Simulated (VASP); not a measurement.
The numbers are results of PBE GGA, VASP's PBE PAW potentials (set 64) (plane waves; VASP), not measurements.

A VASP calculation is set up with these files.

File KPOINTS:
```
Automatic mesh
0
Gamma
3 3 2
0 0 0
```

File POSCAR:
```
GeOs2
6.0982640
  0.6553740540   0.0000000000   0.0000000000
  0.0000000000   0.6553740540   0.0000000000
  0.0000000000   0.0000000000   1.0000000000
Os Ge
4 2
Cartesian
  0.0002025106  -0.0011331417  -0.0029840000
  0.3323768837   0.3261062648  -0.0034860000
  0.3234972207   0.0024956644   0.2804240000
 -0.0070380620   0.3197327521   0.7269620000
  0.3322228708  -0.0018756805   0.6992480000
  0.0018003125   0.3377358774   0.2998350000
```

**INCAR**
```
! general
SYSTEM  = GeOs2
PREC    = Accurate
ENCUT   = 300
LREAL   = .FALSE.
LASPH   = .TRUE.

! electronic loop
EDIFF   = 1E-6
NELM    = 100
ALGO    = Normal
LMAXMIX = 6

! smearing
ISMEAR  = -1
SIGMA   = 0.05

! functional
GGA     = PE

! ions
ISIF    = 2

! output
LWAVE   = .FALSE.
LCHARG  = .FALSE.
```

POTCAR, in this order: Os Ge_d (PBE.64 set). Program: vasp_std.

The run wrote:

File OSZICAR:
```
       N       E                     dE             d eps       ncg     rms          rms(c)
DAV:   1     0.476298951290E+03    0.47630E+03   -0.20162E+04   888   0.268E+03
DAV:   2     0.359376940321E+02   -0.44036E+03   -0.42800E+03   720   0.679E+02
DAV:   3    -0.468000307989E+02   -0.82738E+02   -0.78751E+02   840   0.184E+02
DAV:   4    -0.529908424737E+02   -0.61908E+01   -0.59569E+01   944   0.531E+01
DAV:   5    -0.532027650088E+02   -0.21192E+00   -0.21000E+00   944   0.928E+00    0.315E+01
DAV:   6    -0.511926022923E+02    0.20102E+01   -0.62605E+00  1032   0.106E+01    0.136E+01
DAV:   7    -0.510800488993E+02    0.11255E+00   -0.28033E+00  1032   0.109E+01    0.625E+00
DAV:   8    -0.508138824989E+02    0.26617E+00   -0.23690E+00  1212   0.800E+00    0.307E+00
DAV:   9    -0.507957508408E+02    0.18132E-01   -0.61892E-01  1040   0.365E+00    0.148E+00
DAV:  10    -0.507637850115E+02    0.31966E-01   -0.15467E-01  1136   0.230E+00    0.488E-01
DAV:  11    -0.507628231815E+02    0.96183E-03   -0.11938E-02   896   0.911E-01    0.216E-01
DAV:  12    -0.507626843998E+02    0.13878E-03   -0.17277E-03   996   0.276E-01    0.665E-02
DAV:  13    -0.507626914476E+02   -0.70479E-05   -0.33802E-04  1000   0.104E-01    0.457E-02
DAV:  14    -0.507626784037E+02    0.13044E-04   -0.13354E-04  1048   0.650E-02    0.191E-02
DAV:  15    -0.507626795177E+02   -0.11140E-05   -0.16904E-05   804   0.268E-02    0.850E-03
DAV:  16    -0.507626786382E+02    0.87947E-06   -0.12885E-06   476   0.762E-03
   1 F= -.50762679E+02 E0= -.50744670E+02  d E =-.360179E-01
```

File OUTCAR:
```
------------------------ aborting loop because EDIFF is reached ----------------------------------------
  FORCE on cell =-STRESS in cart. coord.  units (eV):
  Direction    XX          YY          ZZ          XY          YZ          ZX
  --------------------------------------------------------------------------------------
  Total       -3.4496345     -3.4836897     -0.0163082      0.0057393     -1.1337539     -0.5240575
  in kB      -56.7396311    -57.2997718     -0.2682367      0.0944003    -18.6479978     -8.6197046
  external PRESSURE =     -38.1025465 kB  Pullay stress =       0.0000000 kB
  volume of cell :       97.41
      direct lattice vectors                 reciprocal lattice vectors
     3.996644000  0.000000000  0.000000000     0.250209926  0.000000000  0.000000000
     0.000000000  3.996644000  0.000000000     0.000000000  0.250209926  0.000000000
     0.000000000  0.000000000  6.098264000     0.000000000  0.000000000  0.163981094
 POSITION                                       TOTAL-FORCE (eV/Angst)
 -----------------------------------------------------------------------------------
      0.00123      3.98973      6.08007         0.031478     -0.334687      0.563909
      2.02692      1.98868      6.07701        -0.674945      0.226303      0.655132
      1.97277      0.01522      1.71010         0.183365     -0.135381      0.296151
      3.95372      1.94981      4.43321         0.851533      0.573541     -1.600974
      2.02598      3.98521      4.26420        -0.300126     -0.107739     -0.536034
      0.01098      2.05960      1.82847        -0.091305     -0.222037      0.621816
 -----------------------------------------------------------------------------------
    total drift:                                0.002540     -0.002705      0.000707
  FREE ENERGIE OF THE ION-ELECTRON SYSTEM (eV)
  ---------------------------------------------------
  free  energy   TOTEN  =       -50.7626786382 eV

  energy  without entropy=      -50.7266607590  energy(sigma->0) =      -50.74466970
```
(Selected blocks of OUTCAR.)

File OUTCAR:
```
 val. band max:        7.8524799997   @ k =   0.3333   0.0000   0.5000

 cond. band min:       7.9965568914   @ k =   0.0000   0.3333   0.5000


 Fermi energy:         7.9167965947

 k-point     1 :       0.0000    0.0000    0.0000
  band No.  band energies     occupation
      1     -16.9492      2.00000
      2     -16.9469      2.00000
      3     -16.9283      2.00000
      4     -16.9243      2.00000
      5     -16.9237      2.00000
      6     -16.8780      2.00000
      7     -16.8746      2.00000
      8     -16.8689      2.00000
      9     -16.8616      2.00000
     10     -16.8607      2.00000
     11      -4.2569      2.00000
     12      -1.9798      2.00000
     13       0.8480      2.00000
     14       1.9207      2.00000
     15       2.1537      2.00000
     16       2.3899      2.00000
     17       2.4498      2.00000
     18       2.8556      2.00000
     19       3.5967      2.00000
     20       4.3688      2.00000
     21       4.3844      2.00000
     22       4.9832      2.00000
     23       5.8574      2.00000
     24       5.9543      2.00000
     25       6.2800      2.00000
     26       6.3906      2.00000
     27       6.8125      2.00000
     28       7.6341      1.99302
     29       7.6669      1.98659
     30       7.8036      1.81183
     31       7.8186      1.75413
     32       8.3190      0.00064
     33       8.3975      0.00013
     34       8.9772      0.00000
     35       9.1540      0.00000
     36       9.4983      0.00000

 k-point     2 :       0.3333    0.0000    0.0000
  band No.  band energies     occupation
      1     -16.9475      2.00000
      2     -16.9426      2.00000
      3     -16.9262      2.00000
      4     -16.9250      2.00000
      5     -16.9234      2.00000
      6     -16.8764      2.00000
      7     -16.8711      2.00000
      8     -16.8660      2.00000
      9     -16.8617      2.00000
     10     -16.8609      2.00000
     11      -3.1455      2.00000
     12      -1.6742      2.00000
...
```

At this cut-off the stress carries a Pulay error, which pulls relaxed volumes low. Unless said otherwise, spin-orbit coupling is left out, though it shifts the bands of the heavy elements here.

The structure was generated: GeOs2 was put into an ordered model structure, which need not be its known phase. The cell was not relaxed at this level, atoms are displaced from their ideal sites. The k-mesh is coarse (spacing up to 0.52 per Å, 2π included), so the numbers may not be converged in it.
